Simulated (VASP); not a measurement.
Data:

```
CSi
1.0
    0.00000     2.07140     2.07140
    2.07140     0.00000     2.07140
    2.07140     2.07140     0.00000
Si C
1 1
Cartesian
  0.00000   0.00000   0.00000
  1.03570   1.03570   1.03570
```

All values below come from PBEsol GGA, VASP's PBE PAW potentials (set 64) (plane waves; VASP). Run with 620 eV cut-off, 11×11×11 Γ-centred mesh, Gaussian smearing of 0.050 eV, potentials Si C.

Question: What does the run give for the energy per atom (σ→0), pressure?

Answer: 
```
Property                       Result
---------------------  --------------
energy per atom (σ→0)  -7.775 eV/atom
pressure                    45.00 GPa
```

Total energies compare only between runs with the same potentials, cut-off and functional.

The structure was generated: SiC was put into the zinc blende type (F-43m), which need not be its known phase. It was relaxed first under an external pressure of 45 GPa.
